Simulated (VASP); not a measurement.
Set up this calculation in VASP 6.6.1, as the native input.

- Task: single point
- Functional: PBE
- Dispersion: D3(BJ)
- Potentials or basis: VASP PAW PBE potentials, release 64 (O, H, S)
- Cutoff: 520 eV
- k mesh: 1 × 1 × 1
- Occupations: fermi-dirac, width 0.02 eV
- Spin: no spin polarisation
- Dipole correction: no
- Further INCAR settings: LREAL = Auto; ALGO = Normal; EDIFF = 1e-06; NBANDS = 44

The structure of H14SO6 lies in POSCAR:

```
H14SO6
1.0
    6.7824230000      0.0000000000      0.0000000000
    0.0000000000      6.7824230000      0.0000000000
    0.0000000000      0.0000000000      6.7824230000
O H S
6 14 1
Direct
    0.8891660104      0.3177920339      0.8936629284
    0.4711590533      0.8943264081      0.4285931444
    1.0897875287      1.0586334707      0.5853807703
    0.7968243797      0.7119137217      0.3960089189
    0.0590939256      0.4918006441      0.5818569558
    0.2522107512      0.0762559339      0.9765241714
    0.9512824547      0.3780802230      0.7712435512
    0.9966054904      0.2496305524      0.9564428524
    0.4654088959      0.9893514456      0.3187503935
    0.3683786753      0.9318941033      0.5238098538
    0.9962663785      1.1246718171      0.6666791499
    0.9984632336      0.9558973246      0.5253727171
    0.6614892642      0.7604656920      0.4273841369
    0.7659652015      0.6171098441      0.2931253329
   -0.0505571534      0.5707547288      0.5285869077
    0.1085010475      0.3979551261      0.4864780625
    0.1978054156      0.0035385584      0.8564785771
    0.2947324282      0.2050447163      0.9347839260
    0.4154120143      0.6668708218      1.0954197342
    0.5765048862      0.6307627820      0.8670500203
    0.5178237925      0.5164968331      1.0183381367
```

The cell was built by a generator and needn't be a form met in nature.

These files were run (other wordings do the same):

INCAR

```
SYSTEM = H14SO6
PREC = Accurate ; ENCUT = 520
EDIFF = 1E-6 ; ISMEAR = -1
SIGMA = 0.02 ; LREAL = Auto
LASPH = .True. ; NELM = 100
ALGO = Normal ; ISIF = 2
LWAVE = .False. ; LCHARG = .False.
GGA = PE ; IVDW = 12
NBANDS = 44
```

KPOINTS

```
regular mesh
0
Gamma
  1 1 1
  0 0 0
```

Potentials or basis: VASP PAW PBE potentials, release 64 (O, H, S).

The run is started by

```bash
$ cat potpaw_PBE.64/O/POTCAR potpaw_PBE.64/H/POTCAR potpaw_PBE.64/S/POTCAR > POTCAR
$ mpirun -np 1 vasp_gam > vasp.out
```

Results of the run:

```json
{
 "Pressure": "-0.1 GPa",
 "Largest force": "2.701 eV/Å",
 "Band gap on the k mesh": "3.96 eV, direct",
 "Dispersion energy per atom": "-0.028 eV"
}
```

Wall time 21 s on 1 thread of Intel(R) Xeon(R) Platinum 8488C (Sapphire Rapids), with other jobs on the host, peak memory 0.32 GiB.
